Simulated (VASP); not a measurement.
Input:

```yaml
crystal:
  lattice:
    - [3.92384, 0.00000, 0.00000]
    - [0.00000, 3.92384, 0.00000]
    - [0.00000, 0.00000, 3.92384]
  atoms:
    - { symbol: K, position: [0.50000, 0.50000, 0.50000] }
    - { symbol: W, position: [0.00000, 0.00000, 0.00000] }
    - { symbol: O, position: [0.50000, 0.00000, 0.00000] }
    - { symbol: O, position: [0.00000, 0.50000, 0.00000] }
    - { symbol: O, position: [0.00000, 0.00000, 0.50000] }
```

Computed with PBEsol GGA, VASP's PBE PAW potentials (set 64) (plane waves; VASP). Numerical set-up: 520 eV cut-off, Gaussian smearing of 0.050 eV, potentials K_sv W_sv O.

Problem. Give the energies of bands 12 to 23 at the high-symmetry points, in eV from the Fermi level.

Solution. 
```
band      Γ      X      M      R
----  -----  -----  -----  -----
12    -5.51  -8.80  -8.87  -8.86
13    -5.51  -5.67  -8.78  -8.77
14    -5.51  -5.67  -7.75  -8.77
15    -3.94  -5.43  -6.00  -6.99
16    -3.94  -5.43  -6.00  -6.99
17    -3.94  -5.07  -4.77  -6.99
18    -3.51  -4.44  -4.30  -2.80
19    -3.51  -3.77  -4.30  -2.80
20    -3.51  -3.77  -2.84  -2.80
21    -1.56  -1.42   1.57   2.90
22    -1.56   1.53   1.57   2.90
23    -1.56   1.53   2.75   2.90
```

It has no gap at this level: it comes out as a metal or semimetal.

The structure comes from a computed database's KWO3 entry (Pm-3m); how it stands against other phases isn't given here. It was relaxed first, which changed the volume by -7 %. The electron count is odd and the run is not spin-polarised, which forces a metal.
